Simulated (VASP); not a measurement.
**MgSn3 (space group Pm-3m): computed properties**

All values below come from PBEsol GGA, VASP's PBE PAW potentials (set 64) (plane waves; VASP).

```
Item                                                                   Value
----------------------------------  ----------------------------------------
space group                                                      Pm-3m (221)
cell                                a = b = c = 4.6483 Å, α = β = γ = 90.00°
volume per atom                                                25.11 Å³/atom
band gap (over mesh and band path)  none (metal, semimetal or under 0.01 eV)
band gap with spin-orbit coupling                            none (metallic)
density                                                           6.29 g/cm³
```

```cif
data_MgSn3
_chemical_formula_sum 'Mg1 Sn3'
_space_group_name_H-M_alt 'Pm-3m'
_space_group_IT_number 221
_space_group_name_Hall '-P 4 2 3'
_cell_length_a 4.64831
_cell_length_b 4.64831
_cell_length_c 4.64831
_cell_angle_alpha 90.000
_cell_angle_beta 90.000
_cell_angle_gamma 90.000
loop_
_atom_site_label
_atom_site_type_symbol
_atom_site_symmetry_multiplicity
_atom_site_Wyckoff_symbol
_atom_site_fract_x
_atom_site_fract_y
_atom_site_fract_z
_atom_site_occupancy
Mg1 Mg 1 a 0.00000 0.00000 0.00000 1
Sn1 Sn 3 c 0.00000 0.50000 0.50000 1
```

Unless said otherwise, spin-orbit coupling is left out, though it shifts the bands of the heavy elements here.

The structure comes from a computed database's MgSn3 entry (Pm-3m); how it stands against other phases isn't given here. It was relaxed first. Symmetry was kept, so distortions that lower it aren't found.
